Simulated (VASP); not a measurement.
Crystal: MgTi2N2.

```
Mg Ti N
1.0
     3.78082    0.00000    0.00000
     0.00000    3.78082    0.00000
     0.00000    0.00000    9.02494
Mg Ti N
2 4 4
Direct
  0.50000 0.00000 0.25200
  0.00000 0.50000 0.74800
  0.00000 0.00000 0.50000
  0.50000 0.50000 0.50000
  0.50000 0.00000 0.86700
  0.00000 0.50000 0.13300
  0.00000 0.00000 0.00000
  0.50000 0.50000 0.00000
  0.50000 0.00000 0.62600
  0.00000 0.50000 0.37400
```

The cell was built by a generator and needn't be a form met in nature.

| Property | Result |
| --- | --- |
| Program | VASP 6.6.1 |
| Task | relaxation of cell and atoms |
| Functional | PBE |
| Potentials or basis | VASP PAW PBE potentials, release 64 (Mg, Ti_sv, N) |
| Cutoff | 520 eV |
| k mesh | 4 × 4 × 2 |
| Occupations | gaussian, width 0.15 eV |
| Spin | no spin polarisation |

At the start: pressure -10.6 GPa; volume 12.90 Å³/atom.

How do energy, volume and symmetry change on relaxing?

Over 19 steps the energy falls by 349.8 meV/atom and the volume is 11.63 Å³/atom (-9.8 %); space group P4/nmm (No. 129, to 0.05 Å).

Step by step:
```csv
step,energy change (eV),largest force (eV/Å),pressure (GPa),volume (Å³)
1,0.0000,4.1277,-10.56,129.01
2,-1.9808,1.3559,8.39,113.46
3,-1.9865,1.3581,7.33,114.16
4,-2.3854,1.2901,-1.87,119.69
5,-2.3867,1.2158,-1.64,119.47
6,-2.6233,1.1426,-2.08,118.86
7,-3.1214,1.1362,-1.54,116.85
8,-3.1203,1.6867,0.11,115.76
9,-3.1488,1.3958,-0.82,116.32
10,-3.3402,0.9888,0.63,115.39
11,-3.4602,0.3392,3.22,114.06
12,-3.4621,0.2985,3.52,113.95
13,-3.4972,0.0904,-0.27,116.54
14,-3.4975,0.0861,-0.26,116.48
15,-3.4975,0.0927,-0.20,116.43
16,-3.4975,0.0957,-0.28,116.38
17,-3.4883,0.1534,1.49,115.16
18,-3.4973,0.0961,0.10,116.32
19,-3.4979,0.0731,0.02,116.32
```

Final structure:
```
Mg Ti N
1.0
     3.92703    0.00000    0.00000
     0.00000    3.92703    0.00000
     0.00000    0.00000    7.54273
Mg Ti N
2 4 4
Direct
  0.50000 0.00000 0.18750
  0.00000 0.50000 0.81250
  0.00000 0.00000 0.50000
  0.50000 0.50000 0.50000
  0.50000 0.00000 0.85036
  0.00000 0.50000 0.14964
  0.00000 0.00000 0.00000
  0.50000 0.50000 0.00000
  0.50000 0.00000 0.58516
  0.00000 0.50000 0.41484
```

Caveat: the k mesh is coarse (spacing up to 0.42 Å⁻¹), so the values aren't converged; the relaxation stopped at a loose force limit of 0.08 eV/Å, so its end isn't a converged minimum.
